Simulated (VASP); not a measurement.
All values below come from r2SCAN+rVV10, VASP's PBE PAW potentials (set 64) (plane waves; VASP).

The input files of a VASP run:

**INCAR**
```
ALGO=Normal
BPARAM=11.95
CPARAM=0.0093
EDIFF=1E-6
EDIFFG=-0.01
ENCUT=400
IBRION=2
ISIF=3
ISMEAR=0
LASPH=.TRUE.
LCHARG=.FALSE.
LMAXMIX=4
LMIXTAU=.TRUE.
LREAL=.FALSE.
LUSE_VDW=.TRUE.
LWAVE=.FALSE.
METAGGA=R2SCAN
NELM=100
NSW=60
PREC=Accurate
SIGMA=0.05
SYSTEM=CsH
```

### KPOINTS
```
K-points
0
G
7 7 7
```

POSCAR:
```
CsH
1
    0.0000000000     3.1401160559     3.1401160559
    3.1401160559     0.0000000000     3.1401160559
    3.1401160559     3.1401160559    -0.0000000000
Cs H
1 1
Direct
  0.0000000000   1.0000000000   0.0000000000
  0.5000000000   0.5000000000   0.5000000000
```

POTCAR, in this order: Cs_sv H (PBE.64 set). Program: vasp_std.

The run wrote:

OUTCAR:
```
 ion  position               nearest neighbor table
   1  0.000  0.000  0.000-
   2  0.500  0.500  0.500-
  LATTYP: Found a face centered cubic cell.
 ALAT       =     6.2802321118
 Subroutine PRICEL returns:
 Original cell was already a primitive cell.
 Subroutine GETGRP returns: Found 48 space group operations
The static configuration has the point symmetry O_h .
The dynamic configuration has the point symmetry O_h .
 Subroutine INISYM returns: Found 48 space group operations
 Subroutine IBZKPT returns following result:
 Found     20 irreducible k-points:

 Following reciprocal coordinates:
            Coordinates               Weight
  0.000000  0.000000  0.000000      1.000000
  0.142857  0.000000  0.000000      8.000000
  0.285714  0.000000  0.000000      8.000000
  0.428571  0.000000  0.000000      8.000000
  0.142857  0.142857  0.000000      6.000000
  0.285714  0.142857  0.000000     24.000000
  0.428571  0.142857  0.000000     24.000000
 -0.428571  0.142857  0.000000     24.000000
 -0.285714  0.142857  0.000000     24.000000
 -0.142857  0.142857  0.000000     12.000000
  0.285714  0.285714  0.000000      6.000000
  0.428571  0.285714  0.000000     24.000000
 -0.428571  0.285714  0.000000     24.000000
 -0.285714  0.285714  0.000000     12.000000
  0.428571  0.428571  0.000000      6.000000
 -0.428571  0.428571  0.000000     12.000000
  0.428571  0.285714  0.142857     24.000000
 -0.428571  0.285714  0.142857     48.000000
 -0.428571  0.428571  0.142857     24.000000
 -0.285714  0.428571  0.142857     24.000000
   k-points           NKPTS =     20   k-points in BZ     NKDIM =     20   number of bands    NBANDS=      9
   number of dos      NEDOS =    301   number of ions     NIONS =      2
   total plane-waves  NPLWV =  27000
   dimension x,y,z NGX =    30 NGY =   30 NGZ =   30
...
```

File OSZICAR:
```
       N       E                     dE             d eps       ncg     rms          rms(c)
DAV:   1     0.153089985191E+02    0.15309E+02   -0.37064E+03   360   0.772E+02
DAV:   2    -0.288284058125E+02   -0.44137E+02   -0.42498E+02   485   0.127E+02
DAV:   3    -0.314269426582E+02   -0.25985E+01   -0.25975E+01   426   0.368E+01
DAV:   4    -0.314416539649E+02   -0.14711E-01   -0.14710E-01   579   0.307E+00
DAV:   5    -0.314416663094E+02   -0.12345E-04   -0.12344E-04   446   0.694E-02    0.353E+00
DAV:   6    -0.283703425388E+02    0.30713E+01   -0.48681E-01   413   0.641E+00    0.204E+00
DAV:   7    -0.285772367504E+02   -0.20689E+00   -0.35582E+00   394   0.968E+00    0.160E+00
DAV:   8    -0.286271087714E+02   -0.49872E-01   -0.24926E-01   369   0.382E+00    0.108E+00
DAV:   9    -0.284350078029E+02    0.19210E+00   -0.13762E-01   416   0.332E+00    0.230E-01
DAV:  10    -0.285643990283E+02   -0.12939E+00   -0.21339E-01   381   0.438E+00    0.390E-01
DAV:  11    -0.285495223855E+02    0.14877E-01   -0.11121E-02   486   0.124E+00    0.201E-01
DAV:  12    -0.285515619423E+02   -0.20396E-02   -0.34841E-03   395   0.509E-01    0.997E-02
DAV:  13    -0.285538693682E+02   -0.23074E-02   -0.72083E-03   365   0.683E-01    0.164E-02
DAV:  14    -0.285540865882E+02   -0.21722E-03   -0.30525E-04   480   0.150E-01    0.421E-02
DAV:  15    -0.285541375898E+02   -0.51002E-04   -0.10590E-04   394   0.128E-01    0.421E-02
DAV:  16    -0.285540923875E+02    0.45202E-04   -0.38120E-04   363   0.109E-01    0.537E-03
DAV:  17    -0.285540833442E+02    0.90433E-05   -0.27457E-05   384   0.406E-02    0.557E-03
DAV:  18    -0.285540846527E+02   -0.13084E-05   -0.13849E-05   404   0.256E-02    0.257E-03
DAV:  19    -0.285540849765E+02   -0.32383E-06   -0.11133E-06   389   0.126E-02
   1 F= -.28554085E+02 E0= -.28554085E+02  d E =-.285541E+02
```

**OUTCAR**
```
------------------------ aborting loop because EDIFF is reached ----------------------------------------
  FORCE on cell =-STRESS in cart. coord.  units (eV):
  Direction    XX          YY          ZZ          XY          YZ          ZX
  --------------------------------------------------------------------------------------
  Total       -0.0083966     -0.0083966     -0.0083966     -0.0000000      0.0000000      0.0000000
  in kB       -0.2172448     -0.2172448     -0.2172448     -0.0000000      0.0000000      0.0000000
  external PRESSURE =      -0.2172448 kB  Pullay stress =       0.0000000 kB
  volume of cell :       61.93
      direct lattice vectors                 reciprocal lattice vectors
     0.000000000  3.140116056  3.140116056    -0.159229784  0.159229784  0.159229784
     3.140116056  0.000000000  3.140116056     0.159229784 -0.159229784  0.159229784
     3.140116056  3.140116056  0.000000000     0.159229784  0.159229784 -0.159229784
 POSITION                                       TOTAL-FORCE (eV/Angst)
 -----------------------------------------------------------------------------------
      0.00000      0.00000      0.00000        -0.000000     -0.000000      0.000000
      3.14012      3.14012      3.14012         0.000000      0.000000     -0.000000
 -----------------------------------------------------------------------------------
    total drift:                               -0.000000      0.000000      0.000000
  FREE ENERGIE OF THE ION-ELECTRON SYSTEM (eV)
  ---------------------------------------------------
  free  energy   TOTEN  =       -28.5540849765 eV

  energy  without entropy=      -28.5540849765  energy(sigma->0) =      -28.55408498

 reached required accuracy - stopping structural energy minimisation
```
(Selected blocks of OUTCAR.)

The structure comes from a measured CsH entry (Fm-3m) of the Crystallography Open Database, whose conditions weren't checked. It was relaxed first. The start is the result of an earlier pass.
